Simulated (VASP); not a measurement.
Output of a VASP run:

OUTCAR:
```
 ion  position               nearest neighbor table
   1  0.000  0.000  0.000-   2 2.81   2 2.81   2 2.81   2 2.81
   2  0.250  0.250  0.250-   1 2.81   1 2.81   1 2.81   1 2.81
  LATTYP: Found a face centered cubic cell.
 ALAT       =     6.4779533560
 Subroutine PRICEL returns:
 Original cell was already a primitive cell.
 Subroutine GETGRP returns: Found 24 space group operations
The static configuration has the point symmetry T_d .
The dynamic configuration has the point symmetry T_d .
 Subroutine INISYM returns: Found 24 space group operations
 Subroutine IBZKPT returns following result:
 Found     47 irreducible k-points:

 Following reciprocal coordinates:
            Coordinates               Weight
  0.000000  0.000000  0.000000      1.000000
  0.100000  0.000000  0.000000      8.000000
  0.200000  0.000000  0.000000      8.000000
  0.300000  0.000000  0.000000      8.000000
  0.400000  0.000000  0.000000      8.000000
  0.500000  0.000000  0.000000      4.000000
  0.100000  0.100000  0.000000      6.000000
  0.200000  0.100000  0.000000     24.000000
  0.300000  0.100000  0.000000     24.000000
  0.400000  0.100000  0.000000     24.000000
  0.500000  0.100000  0.000000     24.000000
 -0.400000  0.100000  0.000000     24.000000
 -0.300000  0.100000  0.000000     24.000000
 -0.200000  0.100000  0.000000     24.000000
 -0.100000  0.100000  0.000000     12.000000
  0.200000  0.200000  0.000000      6.000000
  0.300000  0.200000  0.000000     24.000000
  0.400000  0.200000  0.000000     24.000000
  0.500000  0.200000  0.000000     24.000000
 -0.400000  0.200000  0.000000     24.000000
 -0.300000  0.200000  0.000000     24.000000
 -0.200000  0.200000  0.000000     12.000000
  0.300000  0.300000  0.000000      6.000000
  0.400000  0.300000  0.000000     24.000000
  0.500000  0.300000  0.000000     24.000000
 -0.400000  0.300000  0.000000     24.000000
 -0.300000  0.300000  0.000000     12.000000
  0.400000  0.400000  0.000000      6.000000
  0.500000  0.400000  0.000000     24.000000
 -0.400000  0.400000  0.000000     12.000000
  0.500000  0.500000  0.000000      3.000000
  0.300000  0.200000  0.100000     24.000000
  0.400000  0.200000  0.100000     48.000000
  0.500000  0.200000  0.100000     48.000000
 -0.400000  0.200000  0.100000     24.000000
  0.400000  0.300000  0.100000     24.000000
  0.500000  0.300000  0.100000     48.000000
 -0.400000  0.300000  0.100000     48.000000
 -0.300000  0.300000  0.100000     48.000000
 -0.200000  0.300000  0.100000     24.000000
   k-points           NKPTS =     47   k-points in BZ     NKDIM =     47   number of bands    NBANDS=     13
   number of dos      NEDOS =    301   number of ions     NIONS =      2
   total plane-waves  NPLWV =  46656
   dimension x,y,z NGX =    36 NGY =   36 NGZ =   36
   dimension x,y,z NGXF=    72 NGYF=   72 NGZF=   72
   ions per type =               1   1
   PREC   = accura    normal or accurate (medium, high low for compatibility)
   ISTART =      0    job   : 0-new  1-cont  2-samecut
   ICHARG =      2    charge: 1-file 2-atom 10-const
   ISPIN  =      1    spin polarized calculation?
   LNONCOLLINEAR =      F non collinear calculations
   LSORBIT =      F    spin-orbit coupling
   INIWAV =      1    electr: 0-lowe 1-rand  2-diag
   ENCUT  =  520.0 eV  38.22 Ry    6.18 a.u.   8.52  8.52  8.52*2*pi/ulx,y,z
   NELM   =    100;   NELMIN=  2; NELMDL= -5     # of ELM steps
   EDIFF  = 0.1E-06   stopping-criterion for ELM
   LREAL  =      F    real-space projection
   NLSPLINE    = F    spline interpolate recip. space projectors
   LMAXMIX     =    6 max onsite mixed and CHGCAR
   VOSKOWN=      0    Vosko Wilk Nusair interpolation
   EDIFFG = 0.1E-05   stopping-criterion for IOM
   NSW    =      0    number of steps for IOM
   NBLOCK =      1;   KBLOCK =      1    inner block; outer block
   IBRION =     -1    ionic relax: 0-MD 1-quasi-New 2-CG
...
```

**OSZICAR**
```
       N       E                     dE             d eps       ncg     rms          rms(c)
DAV:   1     0.107784363637E+03    0.10778E+03   -0.81477E+03  1222   0.120E+03
DAV:   2     0.408925483113E+00   -0.10738E+03   -0.10178E+03  1317   0.269E+02
DAV:   3    -0.400927959442E+01   -0.44182E+01   -0.43926E+01  1492   0.564E+01
DAV:   4    -0.405456527604E+01   -0.45286E-01   -0.45279E-01  1695   0.520E+00
DAV:   5    -0.405469290868E+01   -0.12763E-03   -0.12763E-03  1467   0.269E-01    0.800E+00
DAV:   6    -0.385195084049E+01    0.20274E+00   -0.48495E-01  1402   0.103E+01    0.626E+00
DAV:   7    -0.384252747325E+01    0.94234E-02   -0.11390E-01  1405   0.266E+00    0.211E+00
DAV:   8    -0.384130167726E+01    0.12258E-02   -0.12427E-02  1262   0.151E+00    0.621E-01
DAV:   9    -0.384129504726E+01    0.66300E-05   -0.90511E-04  1462   0.366E-01    0.142E-01
DAV:  10    -0.384133704819E+01   -0.42001E-04   -0.10344E-04  1310   0.102E-01    0.481E-02
DAV:  11    -0.384136278312E+01   -0.25735E-04   -0.62657E-05  1322   0.670E-02    0.486E-02
DAV:  12    -0.384136020676E+01    0.25764E-05   -0.54211E-06  1417   0.277E-02    0.243E-02
DAV:  13    -0.384136010052E+01    0.10624E-06   -0.12201E-06  1367   0.657E-03    0.517E-03
DAV:  14    -0.384136005296E+01    0.47557E-07   -0.45590E-07  1460   0.791E-03
   1 F= -.38413601E+01 E0= -.38414365E+01  d E =0.229413E-03
```

### OUTCAR
```
------------------------ aborting loop because EDIFF is reached ----------------------------------------
  FORCE on cell =-STRESS in cart. coord.  units (eV):
  Direction    XX          YY          ZZ          XY          YZ          ZX
  --------------------------------------------------------------------------------------
  Total        0.5321967      0.5321967      0.5321967      0.0000000     -0.0000000      0.0000000
  in kB       12.5466928     12.5466928     12.5466928      0.0000000     -0.0000000      0.0000000
  external PRESSURE =      12.5466928 kB  Pullay stress =       0.0000000 kB
  volume of cell :       67.96
      direct lattice vectors                 reciprocal lattice vectors
     0.000000000  3.238976678  3.238976678    -0.154369744  0.154369744  0.154369744
     3.238976678  0.000000000  3.238976678     0.154369744 -0.154369744  0.154369744
     3.238976678  3.238976678  0.000000000     0.154369744  0.154369744 -0.154369744
 POSITION                                       TOTAL-FORCE (eV/Angst)
 -----------------------------------------------------------------------------------
      0.00000      0.00000      0.00000         0.000000     -0.000000     -0.000000
      1.61949      1.61949      1.61949        -0.000000      0.000000      0.000000
 -----------------------------------------------------------------------------------
    total drift:                               -0.000000     -0.000000     -0.000000
  FREE ENERGIE OF THE ION-ELECTRON SYSTEM (eV)
  ---------------------------------------------------
  free  energy   TOTEN  =        -3.8413600530 eV

  energy  without entropy=       -3.8415894657  energy(sigma->0) =       -3.84143652
```
(Selected blocks of OUTCAR.)

POSCAR:
```
HgTe
1
    0.0000000000     3.2389766780     3.2389766780
    3.2389766780     0.0000000000     3.2389766780
    3.2389766780     3.2389766780     0.0000000000
Hg Te
1 1
Direct
  0.0000000000   0.0000000000   0.0000000000
  0.2500000000   0.2500000000   0.2500000000
```

### Question
Reconstruct the remaining input files.

### Answer
One answer among several that fit: the input of the run itself, AM05 GGA, plane waves, VASP's PBE PAW potentials (set 64).

**INCAR**
```
ALGO=Normal
EDIFF=1E-7
ENCUT=520
GGA=AM
ISIF=2
ISMEAR=1
LASPH=T
LCHARG=F
LMAXMIX=6
LREAL=F
LWAVE=F
NELM=100
PREC=Accurate
SIGMA=0.1
SYSTEM=HgTe
```

### KPOINTS
```
Automatic mesh
0
Gamma
10 10 10
0 0 0
```

POTCAR, in this order: Hg Te (PBE.64 set). Program: vasp_std.

The compound is HgTe in the zinc blende structure. This cell is one point of a volume scan, at 0.97 of the reference volume.
